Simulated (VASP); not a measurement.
# CdGe64 (a cell with a defect) in VASP: electric field gradients with PBEsol

Aim: the electric field gradients of CdGe64 (a cell with a defect) with PBEsol.

Everything below comes from runs of VASP 6.6.1. Logs are shortened: lines on timing, memory, paths and dates and some standing lists are left out, and cuts for length are marked.

### 1 Starting point

The cell holds a defect, 65 atoms: a = 11.380 Å, b = 11.380 Å, c = 11.380 Å, α = 90.00°, β = 90.00°, γ = 90.00°.

The cell was built by a generator and needn't be a form met in nature.

### 2 Electric field gradients, PBEsol

Input file INCAR:

```
PREC = Accurate
ENCUT = 360
EDIFF = 1E-8
ISMEAR = 0
SIGMA = 0.02
LREAL = F
LASPH = T
NELM = 100
ALGO = Normal
ISIF = 2
LWAVE = F
LCHARG = F
GGA = PS
LEFG = T
NELECT = 266
```

Input file KPOINTS:

```
regular mesh
0
Gamma
  2 2 2
```

Input file POSCAR:

```
CdGe64                                  
1.0
   11.3800000000      0.0000000000      0.0000000000
    0.0000000000     11.3800000000      0.0000000000
    0.0000000000      0.0000000000     11.3800000000
  Cd              Ge            
     1    64
Direct
     0.0001037941986725    0.0000218919392192    0.2464469462635512
     0.0001054432491729    0.0000240759549208    0.9912495686361668
     0.0001327769995588    0.2552505769664771    0.2464389488460425
     0.2553410856750736    0.0000522527066269    0.2464319506587435
     0.2585092855612947    0.2584490757872182    0.9879467354183922
     0.1343463832345226    0.1342673017755886    0.1122205717100573
     0.1267077997931501    0.3760140292052385    0.3731052291932270
     0.3761042317422337    0.1266265505534293    0.3731081672440474
     0.3770427300667629    0.3769579247919940    0.1227272167220429
     0.0001028773014083    0.0000101615256026    0.5016424304047848
     0.0000740032613379    0.2497938049426325    0.7464893321582583
     0.2498768050329669    0.0000063989436747    0.7464829224780676
     0.2507950606904340    0.2507185915898286    0.4972355907711884
     0.1266684571323970    0.1265942890866612    0.6224909290212188
     0.1237759179802706    0.3770443058876360    0.8694413945846371
     0.3771127406334593    0.1237057958906279    0.8694496868261258
     0.3753870786412364    0.3753146437782844    0.6218263301963625
     0.0001022953626436    0.5000269925129003    0.9966752523024540
     0.0000745173311299    0.7447902197475936    0.2464467146073081
     0.2499010741986762    0.4999677838917466    0.2464735292780769
     0.2508714019782013    0.7492478237455851    0.9958131650252106
     0.1267182723749606    0.6239737362508394    0.1198958319131445
     0.1343327708401754    0.8657674955358241    0.3806514011116634
     0.3771498084796615    0.6229575142263042    0.3701067334240056
     0.3761774039037480    0.8733949638951748    0.1198821876415908
     0.0000992152267278    0.5000269045813557    0.4962741368436259
     0.0001405048393732    0.7502354681794812    0.7464854024730142
     0.2506345322261075    0.5000627577037748    0.7464277132761165
     0.2585658365794776    0.7415562554198384    0.5047921230524528
     0.1237964769189905    0.6230917380136800    0.6233912463479924
     0.1267547310564827    0.8733725328953498    0.8705332206774079
     0.3754293739350747    0.6246887290578783    0.8711144561614154
     0.3770187713192122    0.8763453106195309    0.6233850414981169
     0.5001165124413295    0.0000296721748755    0.9966655128949617
     0.5000464689125390    0.2498263882659713    0.2464745467587569
     0.7448610634062618    0.0000068365933469    0.2464662311865293
     0.7493274306509411    0.2507859006415173    0.9958138997777906
     0.6240498766700646    0.1266400074970106    0.1198965789676104
     0.6230362086281429    0.3770797940000949    0.3701096034765434
     0.8658583656285623    0.1342514082901669    0.3806646571162862
     0.8734673412390569    0.3760837428968409    0.1198962750770814
     0.5001080258183594    0.0000151704825136    0.4962657992638385
     0.5001277251057276    0.2505592650966224    0.7464319590982837
     0.7503203446853751    0.0000568590708438    0.7464773011845942
     0.7416265347250580    0.2584807535868098    0.5047816314182807
     0.6231662103612783    0.1237094519975015    0.6233931747586514
     0.6247763590257142    0.3753440654000835    0.8711153868305024
     0.8734463845633866    0.1266684384232963    0.8705364610432180
     0.8764156826153487    0.3769258029293961    0.6233783480354123
     0.5000936637515050    0.5000110501719094    0.9959147153853335
     0.5001630483743156    0.7502098810123015    0.2464834164247534
     0.7502832689255933    0.5000879194848201    0.2464877121827279
     0.7416902467860884    0.7416056724733839    0.9879647997309470
     0.6231454566023141    0.6230703633450890    0.1227300768853121
     0.6241070319256221    0.8734031625778372    0.3731009951686653
     0.8734931994146218    0.6240306714497941    0.3730972846284789
     0.8658695948731625    0.8657955514774881    0.1122036593755502
     0.5000873777591767    0.5000215352318511    0.4971265774886054
     0.5000583849309527    0.7495066510903521    0.7464330693379750
     0.7495865311017784    0.4999709410499357    0.7464274770598394
     0.7494202100733245    0.7493345808815602    0.4972188023436287
     0.6248137030941340    0.6247285440881186    0.6218201282813056
     0.6231070199742358    0.8763460324977489    0.8694462917587734
     0.8764271428906226    0.6230131132466663    0.8694439889407513
     0.8735324072808022    0.8734434149717621    0.6224983513525284
```

Potentials or basis: VASP PAW PBE potentials, release 64 (Cd, Ge).

The run is started by

```console
$ cat potpaw_PBE.64/Cd/POTCAR potpaw_PBE.64/Ge/POTCAR > POTCAR
$ mpirun -np 4 vasp_std > vasp.out
```

OUTCAR:

```text
PREC = Accurate
   ENCUT = 360
   EDIFF = 1E-8
   ISMEAR = 0
   LREAL = F
   LASPH = T
   NELM = 100
   ISIF = 2
   GGA = PS
   NELECT = 266

 ion  position               nearest neighbor table
   1  0.000  0.000  0.246-  23 2.65  40 2.65  57 2.65   6 2.65  10 2.90   2 2.90   3 2.90  19 2.90
                             4 2.90  36 2.90
   2  0.000  0.000  0.991-  48 2.46  31 2.46  57 2.56   6 2.56   1 2.90
   3  0.000  0.255  0.246-   7 2.46  41 2.46   6 2.56  40 2.56   1 2.90
   4  0.255  0.000  0.246-   8 2.46  25 2.46   6 2.56  23 2.56   1 2.90
   5  0.259  0.258  0.988-   9 2.45  15 2.45  16 2.45   6 2.45
   6  0.134  0.134  0.112-   5 2.45   3 2.56   4 2.56   2 2.56   1 2.65
   7  0.127  0.376  0.373-  13 2.45  20 2.46  26 2.46   3 2.46
   8  0.376  0.127  0.373-  13 2.45  42 2.46  35 2.46   4 2.46
   9  0.377  0.377  0.123-   5 2.45  50 2.45  35 2.46  20 2.46
  10  0.000  0.000  0.502-  65 2.46  14 2.46  23 2.56  40 2.56   1 2.90
  11  0.000  0.250  0.746-  14 2.46  48 2.46  49 2.46  15 2.46
  12  0.250  0.000  0.746-  14 2.46  31 2.46  33 2.46  16 2.46
  13  0.251  0.251  0.497-  14 2.45   7 2.45   8 2.45  17 2.46
  14  0.127  0.127  0.622-  13 2.45  12 2.46  11 2.46  10 2.46
  15  0.124  0.377  0.869-   5 2.45  28 2.45  18 2.46  11 2.46
  16  0.377  0.124  0.869-   5 2.45  43 2.45  34 2.46  12 2.46
  17  0.375  0.375  0.622-  13 2.46  43 2.46  28 2.46  58 2.46
[... 37 lines left out ...]
  55  0.624  0.873  0.373-  61 2.45  51 2.46  42 2.46  36 2.46
  56  0.873  0.624  0.373-  61 2.45  52 2.46  26 2.46  19 2.46
  57  0.866  0.866  0.112-  53 2.45   2 2.56  19 2.56  36 2.56   1 2.65
  58  0.500  0.500  0.497-  24 2.45  39 2.45  17 2.46  62 2.46
  59  0.500  0.750  0.746-  63 2.45  33 2.45  32 2.46  62 2.46
  60  0.750  0.500  0.746-  64 2.45  49 2.45  47 2.46  62 2.46
  61  0.749  0.749  0.497-  56 2.45  55 2.45  65 2.45  62 2.46
  62  0.625  0.625  0.622-  61 2.46  58 2.46  60 2.46  59 2.46
  63  0.623  0.876  0.869-  53 2.45  59 2.45  44 2.46  34 2.46
  64  0.876  0.623  0.869-  53 2.45  60 2.45  18 2.46  27 2.46
  65  0.874  0.873  0.622-  61 2.45  27 2.46  44 2.46  10 2.46

  LATTYP: Found a simple cubic cell.
 ALAT       =    11.3800000000

  Lattice vectors:

 A1 = (  11.3800000000,   0.0000000000,   0.0000000000)
 A2 = (   0.0000000000,  11.3800000000,   0.0000000000)
 A3 = (   0.0000000000,   0.0000000000,  11.3800000000)

Analysis of symmetry for initial positions (statically):
=====================================================================
 Subroutine PRICEL returns:
 Original cell was already a primitive cell.

 Routine SETGRP: Setting up the symmetry group for a
 simple cubic supercell.

 Subroutine GETGRP returns: Found  1 space group operations
 (whereof  1 operations were pure point group operations)
 out of a pool of 48 trial point group operations.

The static configuration has the point symmetry C_1 .

Analysis of symmetry for dynamics (positions and initial velocities):
=====================================================================
 Subroutine PRICEL returns:
 Original cell was already a primitive cell.

 Routine SETGRP: Setting up the symmetry group for a
 simple cubic supercell.

 Subroutine GETGRP returns: Found  1 space group operations
 (whereof  1 operations were pure point group operations)
 out of a pool of 48 trial point group operations.

The dynamic configuration has the point symmetry C_1 .

 Subroutine INISYM returns: Found  1 space group operations
 (whereof  1 operations are pure point group operations),
 and found     1 'primitive' translations

----------------------------------------------------------------------------------------
[... 238 lines left out ...]
   NGX = 35   NGY = 35   NGZ = 35

 number of electron     266.0000004 magnetization

 Free energy of the ion-electron system (eV)
  ---------------------------------------------------
  ext. energy  EPLUGINS =         0.00000000
  ---------------------------------------------------
  free energy    TOTEN  =      -318.91139665 eV

  energy without entropy =     -318.91127187  energy(sigma->0) =     -318.91133426

 E-fermi :   3.5349     XC(G=0):  -9.2712

 val. band max:        3.4993081432   @ k =   0.5000   0.5000   0.5000
 cond. band min:       3.5756034844   @ k =   0.0000   0.0000   0.0000
 fundamental gap:      0.0762953412
 Fermi energy:         3.5349487621

 k-point     1 :       0.0000    0.0000    0.0000
  band No.  band energies     occupation
      1      -9.1382      2.00000
      2      -8.2296      2.00000
      3      -8.1348      2.00000
      4      -8.1347      2.00000
      5      -8.1346      2.00000
      6      -8.1192      2.00000
[... 1173 lines left out ...]
    144       4.7396      0.00000
    145       4.7398      0.00000
 [bands above 145 left out]

------------------------ aborting loop because EDIFF is reached ----------------------------------------

  FORCE on cell =-STRESS in cart. coord.  units (eV):
  Direction    XX          YY          ZZ          XY          YZ          ZX
  --------------------------------------------------------------------------------------
  -------------------------------------------------------------------------------------
  Total       -1.2496904     -1.2491025     -1.2459078      0.0072259     -0.0006739      0.0063174
  in kB       -1.3585831     -1.3579440     -1.3544710      0.0078556     -0.0007326      0.0068679
  external PRESSURE =      -1.3569994 kB  Pullay stress =       0.0000000 kB

 VOLUME and BASIS-vectors are now :
 -----------------------------------------------------------------------------
  energy-cutoff  :      360.00
  volume of cell :     1473.76
      direct lattice vectors                 reciprocal lattice vectors
    11.380000000  0.000000000  0.000000000     0.087873462  0.000000000  0.000000000
     0.000000000 11.380000000  0.000000000     0.000000000  0.087873462  0.000000000
     0.000000000  0.000000000 11.380000000     0.000000000  0.000000000  0.087873462

 POSITION                                       TOTAL-FORCE (eV/Angst)
 -----------------------------------------------------------------------------------
      0.00118      0.00025      2.80457        -0.000124      0.000192     -0.000740
      0.00120      0.00027     11.28042         0.000423      0.000421     -0.001138
      0.00151      2.90475      2.80448        -0.002634      0.000906      0.000927
      2.90578      0.00059      2.80440         0.000670     -0.002470      0.001163
      2.94184      2.94115     11.24283         0.000180     -0.000782      0.001066
      1.52886      1.52796      1.27707         0.001016      0.000813     -0.001996
[... 57 lines left out ...]
      9.97374      7.08989      9.89427         0.000348      0.000915      0.000846
      9.94080      9.93979      7.08403        -0.001067     -0.000863      0.002017
 -----------------------------------------------------------------------------------
    total drift:                               -0.000030     -0.000008     -0.000102

  FREE ENERGIE OF THE ION-ELECTRON SYSTEM (eV)
  ---------------------------------------------------
  free  energy   TOTEN  =      -318.9113966464 eV

  energy  without entropy=     -318.9112718656  energy(sigma->0) =     -318.91133426

 Electric field gradients (V/A^2)
---------------------------------------------------------------------
 ion       V_xx      V_yy      V_zz      V_xy      V_xz      V_yz
---------------------------------------------------------------------
   1       0.051     0.029    -0.080     0.042    -0.006     0.001
   2     -10.011   -10.011    20.021    26.057     0.005     0.003
   3      -9.982    19.951    -9.968     0.065   -26.065    -0.081
   4      19.949    -9.978    -9.971     0.073    -0.073   -26.080
   5      -0.004     0.002     0.002    30.407   -30.329   -30.294
   6       0.031     0.018    -0.049   -22.633    22.692    22.703
[... 57 lines left out ...]
  64      -3.725     1.855     1.870    -5.566    -5.576     4.199
  65      -0.886    -0.886     1.772     3.591    -6.763    -6.750
---------------------------------------------------------------------

 Electric field gradients after diagonalization (V/A^2)
 (convention: |V_zz| > |V_xx| > |V_yy|)
----------------------------------------------------------------------
 ion       V_xx      V_yy      V_zz     asymmetry (V_yy - V_xx)/ V_zz
----------------------------------------------------------------------
   1      -0.080    -0.003     0.084       0.917
   2      20.021    16.047   -36.068       0.110
   3      19.954    16.087   -36.040       0.107
   4      19.952    16.103   -36.054       0.107
   5     -30.412   -30.275    60.687       0.002
   6      22.695    22.657   -45.352       0.001
[... 57 lines left out ...]
  64      -8.106    -2.337    10.443       0.552
  65      -7.328    -4.477    11.805       0.242
----------------------------------------------------------------------

           NMR quadrupolar parameters

 Cq : quadrupolar parameter    Cq=e*Q*V_zz/h
 eta: asymmetry parameters     (V_yy - V_xx)/ V_zz
 Q  : nuclear electric quadrupole moment in mb (millibarn)
----------------------------------------------------------------------
 ion       Cq(MHz)       eta       Q (mb)
----------------------------------------------------------------------
   1       0.000       0.917       1.000
   2      -0.087       0.110       1.000
   3      -0.087       0.107       1.000
   4      -0.087       0.107       1.000
   5       0.147       0.002       1.000
   6      -0.110       0.001       1.000
[... 57 lines left out ...]
  64       0.025       0.552       1.000
  65       0.029       0.242       1.000
----------------------------------------------------------------------
```

Run time: 12 min. Hardware: 4 MPI ranks of AMD EPYC 9R45 (Zen 5), shared host; peak memory 0.45 GiB.

Results:

- Free energy: -318.9114 eV
- Largest force: 0.004 eV/Å
- Band gap on the k mesh: none (metal or under the smearing width)

Forces on the atoms (eV/Å):
```
Cd   0.000  0.000 -0.001
Ge   0.000  0.000 -0.001
Ge  -0.003  0.001  0.001
Ge   0.001 -0.002  0.001
Ge   0.000 -0.001  0.001
Ge   0.001  0.001 -0.002
Ge   0.001  0.001  0.001
Ge  -0.001  0.001  0.001
Ge   0.000  0.001  0.000
Ge   0.000  0.000  0.002
Ge   0.000  0.001 -0.001
Ge   0.000 -0.001  0.000
Ge   0.000 -0.001 -0.002
Ge   0.001  0.001  0.002
Ge  -0.001 -0.001  0.000
Ge  -0.002 -0.001  0.001
Ge   0.001  0.001  0.000
Ge  -0.001  0.000  0.000
Ge   0.001  0.000 -0.001
Ge   0.001 -0.001 -0.001
Ge   0.000  0.001 -0.001
Ge   0.000  0.001 -0.002
Ge   0.000  0.002 -0.001
Ge  -0.002  0.003  0.002
Ge  -0.002  0.001 -0.001
Ge   0.000 -0.001 -0.001
Ge   0.000  0.000 -0.001
Ge   0.000  0.000  0.001
Ge   0.000  0.000  0.001
Ge   0.001  0.000  0.001
Ge   0.000  0.000 -0.002
Ge   0.001  0.000  0.002
Ge   0.001 -0.002  0.002
Ge  -0.001 -0.001  0.000
Ge   0.000  0.000  0.000
Ge   0.001  0.000 -0.001
Ge   0.001  0.000 -0.001
Ge   0.001  0.000 -0.001
Ge   0.002 -0.002  0.002
Ge   0.002  0.000 -0.001
Ge   0.001 -0.001 -0.001
Ge   0.000  0.000  0.000
Ge   0.001  0.000  0.000
Ge   0.000  0.000  0.000
Ge   0.000  0.000  0.001
Ge  -0.001  0.002  0.001
Ge  -0.001  0.001  0.001
Ge   0.000  0.000 -0.002
Ge  -0.001  0.002  0.002
Ge   0.001  0.000 -0.002
Ge  -0.001 -0.001 -0.001
Ge   0.000 -0.001 -0.001
Ge   0.000 -0.001  0.000
Ge   0.000  0.000 -0.001
Ge   0.000  0.000  0.001
Ge  -0.001  0.000  0.001
Ge  -0.002 -0.001  0.001
Ge   0.001  0.000 -0.003
Ge   0.001 -0.001  0.000
Ge  -0.001  0.001  0.000
Ge  -0.001 -0.001  0.000
Ge  -0.001  0.000  0.001
Ge   0.000  0.000  0.000
Ge   0.000  0.001  0.001
Ge  -0.001 -0.001  0.002
```

Levels at points of the mesh, in eV from the Fermi level:
```
           k point  band 129  band 130  band 131  band 132  band 133  band 134  band 135  band 136  band 137  band 138
(0.00, 0.00, 0.00)     -1.22     -1.22     -0.34     -0.10      0.04      0.04      0.04      0.09      0.09      0.09
(0.50, 0.00, 0.00)     -1.23     -0.86     -0.86     -0.80     -0.80      0.21      0.56      0.97      1.19      1.26
(0.00, 0.50, 0.00)     -1.23     -0.86     -0.86     -0.80     -0.80      0.21      0.56      0.97      1.19      1.26
(0.00, 0.00, 0.50)     -1.24     -0.86     -0.86     -0.80     -0.80      0.21      0.56      0.97      1.19      1.26
(0.50, 0.50, 0.00)     -1.61     -0.39     -0.33     -0.33     -0.25      0.52      1.01      1.09      1.09      1.29
(0.00, 0.50, 0.50)     -1.61     -0.39     -0.33     -0.33     -0.25      0.52      1.01      1.09      1.09      1.29
(0.50, 0.00, 0.50)     -1.61     -0.39     -0.33     -0.33     -0.25      0.52      1.01      1.09      1.09      1.29
(0.50, 0.50, 0.50)     -0.78     -0.78     -0.78     -0.75     -0.75     -0.04      0.47      0.56      0.56      0.56
```

Electric field gradients, principal values (V/Å²):
```csv
atom,Vxx,Vyy,Vzz
1 Cd,-0.003,-0.080,0.084
2 Ge,16.047,20.021,-36.068
3 Ge,16.087,19.954,-36.040
4 Ge,16.103,19.952,-36.054
5 Ge,-30.275,-30.412,60.687
6 Ge,22.657,22.695,-45.352
7 Ge,-4.494,-7.397,11.891
8 Ge,-4.525,-7.378,11.903
9 Ge,-2.302,-7.979,10.281
10 Ge,16.124,19.881,-36.004
11 Ge,-0.465,-2.338,2.803
12 Ge,-0.467,-2.334,2.801
13 Ge,2.093,2.199,-4.292
14 Ge,-4.486,-7.322,11.808
15 Ge,-2.321,-8.116,10.438
16 Ge,-2.311,-8.109,10.421
17 Ge,-0.721,-0.938,1.659
18 Ge,-0.505,-2.302,2.808
19 Ge,16.087,19.952,-36.039
20 Ge,-0.474,-2.331,2.805
21 Ge,2.071,2.279,-4.350
22 Ge,-4.535,-7.351,11.886
23 Ge,22.643,22.787,-45.430
24 Ge,-2.421,-8.184,10.605
25 Ge,-4.580,-7.370,11.951
26 Ge,-0.443,-2.274,2.717
27 Ge,-0.468,-2.309,2.777
28 Ge,0.464,1.221,-1.684
29 Ge,-30.221,-30.467,60.687
30 Ge,-2.371,-7.958,10.329
31 Ge,-4.407,-7.544,11.951
32 Ge,-0.881,-0.894,1.774
33 Ge,-2.420,-7.929,10.349
34 Ge,-0.503,-2.305,2.807
35 Ge,-0.476,-2.327,2.803
36 Ge,16.104,19.956,-36.060
37 Ge,2.074,2.274,-4.349
38 Ge,-4.543,-7.356,11.899
39 Ge,-2.423,-8.180,10.603
40 Ge,22.659,22.769,-45.428
41 Ge,-4.560,-7.376,11.937
42 Ge,-0.445,-2.286,2.732
43 Ge,0.458,1.223,-1.681
44 Ge,-0.467,-2.309,2.777
45 Ge,-30.194,-30.471,60.665
46 Ge,-2.397,-7.953,10.349
47 Ge,-0.865,-0.895,1.760
48 Ge,-4.400,-7.550,11.950
49 Ge,-2.391,-7.914,10.305
50 Ge,0.458,1.216,-1.674
51 Ge,-0.476,-2.318,2.795
52 Ge,-0.476,-2.304,2.780
53 Ge,-30.271,-30.380,60.651
54 Ge,-2.334,-8.013,10.348
55 Ge,-4.494,-7.411,11.905
56 Ge,-4.480,-7.405,11.885
57 Ge,22.619,22.753,-45.373
58 Ge,0.263,1.448,-1.711
59 Ge,0.514,1.172,-1.686
60 Ge,0.515,1.169,-1.684
61 Ge,2.071,2.154,-4.224
62 Ge,-0.722,-0.938,1.660
63 Ge,-2.323,-8.092,10.415
64 Ge,-2.337,-8.106,10.443
65 Ge,-4.477,-7.328,11.805
```

Caveat: the cell carries a net charge on a neutralising background, which shifts energy and pressure; the cell is charged against a uniform background, so pressure and absolute levels hang on convention; the PAW data sets were made with another functional, which shifts forces and pressure a little.
